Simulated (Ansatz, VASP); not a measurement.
## NaNb2: VASP beside Ansatz

```
Na Nb
1.0
     0.00000    3.16665    3.16665
     3.16665    0.00000    3.16665
     3.16665    3.16665    0.00000
Na Nb
1 2
Cartesian
  0.0000 0.0000 0.0000
  1.5833 1.5833 1.5833
  4.7500 4.7500 4.7500
```

Alike in both runs: functional PBE; k mesh 6 × 6 × 6; occupations gaussian, width 0.1 eV; no spin polarisation.

Ansatz relaxed the structure, and its values are those at the end. VASP's run is a single point on that final structure, the one shown.

|  | VASP | Ansatz |
| --- | --- | --- |
| version | VASP 6.6.1 | Ansatz 0.2.0 |
| potentials or method | VASP PAW PBE potentials, release 64 (Na_pv, Nb_sv) | scalar-relativistic, plane waves, PAW |
| plane-wave cutoff (eV) | 520 | 420 |
| valence electrons in the cell | 33 | 35 |

```tsv
	VASP	Ansatz	Ansatz less VASP
gap on the k mesh at the Fermi level (eV)	none	none	-
pressure (GPa)	0.1	0.1	+0.03
```

A gap of «none» marks a metal or a gap that the smearing closes. With one functional, cell and mesh, what is left measures potentials, basis and numerics. The two sets of potentials don't hold the same shells in valence.
